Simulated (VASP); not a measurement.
A run of VASP 6.6.1:

The input INCAR:

```
PREC     = Accurate       # precision mode
ENCUT    = 520            # plane-wave cutoff, eV
EDIFF    = 1E-7           # SCF threshold, eV
ISMEAR   = -1             # smearing method
SIGMA    = 0.05           # smearing width, eV
LREAL    = False          # projectors in reciprocal space
LASPH    = True           # aspherical terms in the spheres
NELM     = 60             # most SCF steps
ALGO     = Normal         # electronic algorithm
ISIF     = 2              # what is computed and relaxed
LWAVE    = False          # write WAVECAR
LCHARG   = False          # write CHGCAR
GGA      = PS             # functional
NBANDS   = 36             # bands
```

The input KPOINTS:

```
Automatic mesh
0
Gamma
  7 7 7
```

The input POSCAR:

```
GaGe3
1.0
    0.0000000000      3.3871670000      3.3871670000
    3.3871670000      0.0000000000      3.3871670000
    3.3871670000      3.3871670000      0.0000000000
Ge Ga
3 1
Direct
    0.5000000000      0.5000000000      0.5000000000
    0.7500000000      0.7500000000      0.7500000000
    0.2500000000      0.2500000000      0.2500000000
    0.0000000000      0.0000000000      0.0000000000
```

Potentials or basis: VASP PAW PBE potentials, release 64 (Ge_d, Ga_d).

Run with:

```sh
$ cat potpaw_PBE.64/Ge_d/POTCAR potpaw_PBE.64/Ga_d/POTCAR > POTCAR
$ mpirun -np 1 vasp_std > vasp.out
```

Hardware: 1 thread of Intel(R) Xeon(R) 6975P-C (Granite Rapids), on a shared host.

Question: Estimate the wall time of this run.

Answer: It took 28 s on 1 thread of Intel(R) Xeon(R) 6975P-C (Granite Rapids), on a shared host, peak memory 0.22 GiB. Counts: scf iterations 14, k points 20.
